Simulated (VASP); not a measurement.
```xyz
2
Lattice="1.5612 -2.7042 0.0000 1.5612 2.7042 0.0000 0.0000 0.0000 4.9373" Properties=species:S:1:pos:R:3 pbc="T T T"
Hf     1.5612     0.9014     1.2343
Hf     1.5612    -0.9014     3.7029
```

Method: LDA (Ceperley-Alder, Perdew-Zunger), VASP's LDA PAW potentials (set 64) (plane waves; VASP). Run with 400 eV cut-off, 12×12×7 Γ-centred mesh, first-order Methfessel-Paxton smearing of 0.10 eV, potentials Hf_pv.

Unless said otherwise, spin-orbit coupling is left out, though it shifts the bands of the heavy elements here.

What does the run give for the energy per atom (σ→0), band gap (on the k-mesh) with the smallest direct gap where there is one?

```
Property                                                    Result
------------------------  ----------------------------------------
band gap (on the k-mesh)  none (metal, semimetal or under 0.01 eV)
energy per atom (σ→0)                              -10.693 eV/atom
```

The compound is Hf in the hcp structure. It was relaxed first, which changed the volume by -6 %. The start is the result of an earlier pass.
